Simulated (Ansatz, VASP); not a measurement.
# Two plane-wave programs on BaNa2Te2

```
CELL_PARAMETERS angstrom
-2.30753 2.30753 8.03442
2.30753 -2.30753 8.03442
2.30753 2.30753 -8.03442
ATOMIC_POSITIONS crystal
Na 0.25000 0.75000 0.50000
Na 0.75000 0.25000 0.50000
Ba 0.00000 0.00000 0.00000
Te 0.62072 0.62072 0.00000
Te 0.37928 0.37928 0.00000
```

Alike in both runs: functional PBE; k mesh 6 × 6 × 6; occupations gaussian, width 0.1 eV; no spin polarisation.

Ansatz relaxed the structure, and its values are those at the end. VASP's run is a single point on that final structure, the one shown.

|  | VASP | Ansatz |
| --- | --- | --- |
| version | VASP 6.6.1 | Ansatz 0.2.0 |
| potentials or method | VASP PAW PBE potentials, release 64 (Na_pv, Ba_sv, Te) | scalar-relativistic, plane waves, PAW |
| plane-wave cutoff (eV) | 520 | 420 |
| valence electrons in the cell | 36 | 60 |

VASP gave:

| Quantity | Value |
| --- | --- |
| gap on the k mesh at the Fermi level (eV) | 1.66 |
| least direct gap on the mesh (eV) | 1.69 |
| pressure (GPa) | 0.1 |
| rms of the force components (eV/Å) | 0.001 |

Question: Estimate Ansatz's values.

Answer: gap on the k mesh at the Fermi level (eV): 1.70; least direct gap on the mesh (eV): 1.73; pressure (GPa): -0.1; rms of the force components (eV/Å): 0.006.

With one functional, cell and mesh, what is left measures potentials, basis and numerics. The two sets of potentials don't hold the same shells in valence.

Caveats: spin-orbit coupling is left out, which moves the levels of the heavy elements. A k mesh can miss the band edges. PBE gaps usually lie below the measured ones, often by a third to a half.
